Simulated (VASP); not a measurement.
Input of a VASP 6.6.1 run:

Contents of INCAR:

```
SYSTEM = Al
PREC = Accurate ; ENCUT = 600
EDIFF = 1E-6 ; ISMEAR = 1
SIGMA = 0.1 ; LREAL = .FALSE.
LASPH = .TRUE. ; NELM = 80
ALGO = Normal ; ISIF = 3
LWAVE = .FALSE. ; LCHARG = .FALSE.
GGA = PE ; IBRION = 2
NSW = 90 ; EDIFFG = -0.01
```

The input KPOINTS:

```
Automatic mesh
0
G
  16 16 16
  0 0 0
```

File POSCAR:

```
Al
1.0
    0.0000000000      2.0248050000      2.0248050000
    2.0248050000      0.0000000000      2.0248050000
    2.0248050000      2.0248050000      0.0000000000
Al
1
Direct
    0.0000000000      0.0000000000      0.0000000000
```

Potentials or basis: VASP PAW PBE potentials, release 64 (Al).

Command:

```bash
$ cat potpaw_PBE.64/Al/POTCAR > POTCAR
$ mpirun -np 1 vasp_std > vasp.out
```

(1) Predict the band gap on the k mesh.

(2) Estimate the relaxed cell.

(3) What does it give for the relaxed volume?

(4) Predict the space group after relaxing (to 0.05 Å).

Results:

(1) none (metal or under the smearing width).

(2) a = 2.856 Å, b = 2.856 Å, c = 2.856 Å, α = 60.00°, β = 60.00°, γ = 60.00°.

(3) 16.48 Å³/atom.

(4) Fm-3m (No. 225).
